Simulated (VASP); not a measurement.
A convergence study with VASP on WSi2 (MoSi2 type): one setting is varied, all else stays as given below, so the limit is that of these other settings.

```yaml
crystal:
  lattice:
    - [-1.60500, 1.60500, 3.91500]
    - [1.60500, -1.60500, 3.91500]
    - [1.60500, 1.60500, -3.91500]
  atoms:
    - { symbol: Si, position: [0.66500, 0.66500, 0.00000] }
    - { symbol: Si, position: [0.33500, 0.33500, 0.00000] }
    - { symbol: W, position: [0.00000, 0.00000, 0.00000] }
```

The numbers are results of PBE GGA, VASP's PBE PAW potentials (set 64) (plane waves; VASP), not measurements. The tightest run used: 550 eV cut-off, 23×23×23 Γ-centred mesh, tetrahedra with Blöchl corrections, potentials Si W_sv.

Task: The settings run are 4×4×4 mesh; 5×5×5 mesh; 6×6×6 mesh; 7×7×7 mesh; 8×8×8 mesh; 9×9×9 mesh; 10×10×10 mesh; 11×11×11 mesh; 12×12×12 mesh; 13×13×13 mesh; 14×14×14 mesh; 15×15×15 mesh; 16×16×16 mesh; 17×17×17 mesh; 18×18×18 mesh; 19×19×19 mesh; 20×20×20 mesh; 21×21×21 mesh; 22×22×22 mesh; 23×23×23 mesh. From which on does the energy per atom stay within 0.001 eV/atom of the tightest run?

Result: From 7×7×7 mesh on: it is off by 0.0001 there and by no more than 0.001 in any finer run, while 6×6×6 mesh is off by 0.0012.
```
setting        E (eV/atom)  pressure (GPa)  largest force (eV/Å)  irreducible k-points  difference judged (eV/atom)
-------------  -----------  --------------  --------------------  --------------------  ---------------------------
4×4×4 mesh         -8.2453            4.22                 0.117                    13                       0.0233
5×5×5 mesh         -8.2594            4.08                 0.072                    18                       0.0092
6×6×6 mesh         -8.2674            3.97                 0.071                    30                       0.0012
7×7×7 mesh         -8.2686            3.97                 0.080                    40                       0.0001
8×8×8 mesh         -8.2687            3.97                 0.077                    59                       0.0000
9×9×9 mesh         -8.2686            3.98                 0.081                    75                       0.0001
10×10×10 mesh      -8.2684            3.99                 0.086                   102                       0.0003
11×11×11 mesh      -8.2684            3.98                 0.091                   126                       0.0002
12×12×12 mesh      -8.2685            3.98                 0.098                   163                       0.0001
13×13×13 mesh      -8.2686            3.98                 0.101                   196                       0.0001
14×14×14 mesh      -8.2686            3.98                 0.103                   244                       0.0001
15×15×15 mesh      -8.2686            3.98                 0.105                   288                       0.0001
16×16×16 mesh      -8.2686            3.98                 0.107                   349                       0.0000
17×17×17 mesh      -8.2687            3.98                 0.108                   405                       0.0000
18×18×18 mesh      -8.2687            3.98                 0.108                   480                       0.0000
19×19×19 mesh      -8.2686            3.98                 0.109                   550                       0.0000
20×20×20 mesh      -8.2686            3.98                 0.110                   641                       0.0000
21×21×21 mesh      -8.2686            3.98                 0.111                   726                       0.0000
22×22×22 mesh      -8.2686            3.98                 0.111                   834                       0.0000
23×23×23 mesh      -8.2686            3.98                 0.112                   936                       0.0000
```

Left out are rungs that failed or repeat a setting and relaxations that didn't move; long series are thinned to 24 rows.

The compound is WSi2 in the MoSi2 type structure. The cell was not relaxed at this level, forces remain on its atoms.
